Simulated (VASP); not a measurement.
Crystal: Sc.

```xyz
2
Lattice="3.3090 0.0000 0.0000 -1.6545 2.8657 0.0000 0.0000 0.0000 5.2733" Properties=species:S:1:pos:R:3 pbc="T T T"
Sc    0.0000    1.9105    1.3183
Sc    1.6545    0.9552    3.9550
```

```yaml
Program: VASP 6.6.1
Task: relaxation of cell and atoms
Functional: r2SCAN
Potentials_or_basis: VASP PAW PBE potentials, release 64 (Sc_sv)
Cutoff: 600 eV
k_mesh: 15 × 15 × 7
Occupations: methfessel-paxton, width 0.1 eV
Spin: no spin polarisation
```

At the start: pressure 0.1 GPa; volume 25.00 Å³/atom.

**Question.** How do energy, volume and symmetry change on relaxing?

**Answer.** Over 5 steps the energy falls by 2.4 meV/atom and the volume is 24.97 Å³/atom (-0.1 %); space group P6_3/mmc (No. 194, to 0.05 Å).

Step by step:
```csv
step,energy change (eV),largest force (eV/Å),pressure (GPa),volume (Å³)
1,0.0000,0.0000,0.06,50.00
2,-0.0037,0.0000,-0.08,50.07
3,-0.0047,0.0000,-0.20,50.12
4,-0.0048,0.0000,0.08,49.86
5,-0.0048,0.0000,0.01,49.93
```

Final structure:
```xyz
2
Lattice="3.3368 0.0000 0.0000 -1.6684 2.8897 0.0000 0.0000 0.0000 5.1786" Properties=species:S:1:pos:R:3 pbc="T T T"
Sc    0.0000    1.9265    1.2946
Sc    1.6684    0.9632    3.8839
```

Caveat: the PAW data sets were made with another functional, which shifts forces and pressure a little.
